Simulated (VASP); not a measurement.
The input files of a VASP run:

KPOINTS:
```
Automatic mesh
0
Gamma
13 13 12
0 0 0
```

**INCAR**
```
SYSTEM = WC
PREC = Accurate; ENCUT = 520; LREAL = .FALSE.
LASPH = .TRUE.
EDIFF = 1E-6; NELM = 100; ALGO = Normal
LMAXMIX = 2
ISMEAR = 1; SIGMA = 0.1
GGA = PE
LDAUL = 2 -1
LDAUU = 5.0 0
LDAUJ = 0 0
LDAU = .TRUE.; LDAUTYPE = 2; LDAUPRINT = 1
ISIF = 2
LWAVE = .FALSE.; LCHARG = .FALSE.; LORBIT = 10
```

POSCAR:
```
WC
1
    1.4732680000    -2.5247090000     0.0000000000
    1.4732680000     2.5247090000     0.0000000000
    0.0000000000     0.0000000000     2.7993500000
W C
1 1
Direct
  0.0000000000   0.0000000000   0.0000000000
  0.3501850000   0.6835190000   0.5000000000
```

POTCAR, in this order: W_sv C (PBE.64 set). Program: vasp_std.

Q: Write an equivalent input for Ansatz.

A: One equivalent input (not run):
Ansatz 0.2 input:
```yaml
crystal:
  lattice:
    - [1.4732680, -2.5247090, 0.0000000]
    - [1.4732680, 2.5247090, 0.0000000]
    - [0.0000000, 0.0000000, 2.7993500]
  atoms:
    - { symbol: W, position: [0.0000000, 0.0000000, 0.0000000] }
    - { symbol: C, position: [0.3501850, 0.6835190, 0.5000000] }
kpoints:
  mp_grid: { grid: [13, 13, 12] }
hamiltonian:
  xc: pbe
  pseudopotentials: { kind: paw }
  hubbard:
    sites:
      - { species: W, l: d, u_eff: 5 }
scf:
  occupations: { method: methfessel_paxton, width: 0.1 }
  max_iter: 100
output: { forces: true, stress: true, eigenvalues: true }
```
The two are equivalent in intent, not identical: each code has its own PAW files, so the cut-off isn't converted (ENCUT is set for VASP's; basis.ecutwfc is left out, and Ansatz then takes the one that its files recommend); Ansatz stops its SCF on the density residual and VASP on the energy change (EDIFF); the +U projectors differ, so the same U acts differently.

The compound is WC in the wc structure. The cell was not relaxed at this level, atoms are displaced from their ideal sites. The run is one of a series of settings (LDAU = .TRUE., LDAUJ = 0 0, LDAUL = 2 -1, LDAUTYPE = 2, LDAUU = 5.0 0, LMAXMIX = 2 against the base run), some of them coarse on purpose.
